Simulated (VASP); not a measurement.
Crystal: Si2WC3.

```
Si W C
1.0
     3.11742    0.00000    0.00000
    -1.55871    2.69976    0.00000
     0.00000    0.00000    8.79010
Si W C
2 1 3
Direct
  0.33333 0.66667 0.37800
  0.33333 0.66667 0.62200
  0.00000 0.00000 0.00000
  0.33333 0.66667 0.15700
  0.33333 0.66667 0.84300
  0.00000 0.00000 0.50000
```

The cell was built by a generator and needn't be a form met in nature.

| Property | Result |
| --- | --- |
| Program | VASP 6.6.1 |
| Task | relaxation of cell and atoms |
| Functional | PBE |
| Potentials or basis | VASP PAW PBE potentials, release 64 (Si, W_sv, C) |
| Cutoff | 520 eV |
| k mesh | 6 × 6 × 2 |
| Occupations | gaussian, width 0.15 eV |
| Spin | no spin polarisation |

At the start: pressure -20.4 GPa; volume 12.33 Å³/atom.

Task: How do energy, volume and symmetry change on relaxing?

Result: Over 11 steps the energy falls by 288.1 meV/atom and the volume is 10.95 Å³/atom (-11.2 %); space group P-6m2 (No. 187, to 0.05 Å).

The path:
```tsv
step	energy change (eV)	largest force (eV/Å)	pressure (GPa)	volume (Å³)
1	0.0000	5.4085	-20.36	73.98
2	0.1086	9.1631	42.70	58.41
3	-1.5759	1.4743	0.86	65.15
4	-1.5822	1.6060	2.47	64.79
5	-1.5825	1.6724	3.06	64.61
6	-1.6466	0.6765	1.44	65.01
7	-1.7149	0.2460	1.82	64.85
8	-1.7263	0.2891	-0.90	65.84
9	-1.7266	0.2370	-0.63	65.70
10	-1.7272	0.1598	0.19	65.68
11	-1.7288	0.0477	-0.15	65.69
```

Final structure:
```
Si W C
1.0
     3.00631    0.00000    0.00000
    -1.50316    2.60354    0.00000
     0.00000    0.00000    8.39204
Si W C
2 1 3
Direct
  0.33333 0.66667 0.35828
  0.33333 0.66667 0.64172
  0.00000 0.00000 0.00000
  0.33333 0.66667 0.14814
  0.33333 0.66667 0.85186
  0.00000 0.00000 0.50000
```

Caveat: the k mesh is coarse (spacing up to 0.39 Å⁻¹), so the values aren't converged; the relaxation stopped at a loose force limit of 0.08 eV/Å, so its end isn't a converged minimum.
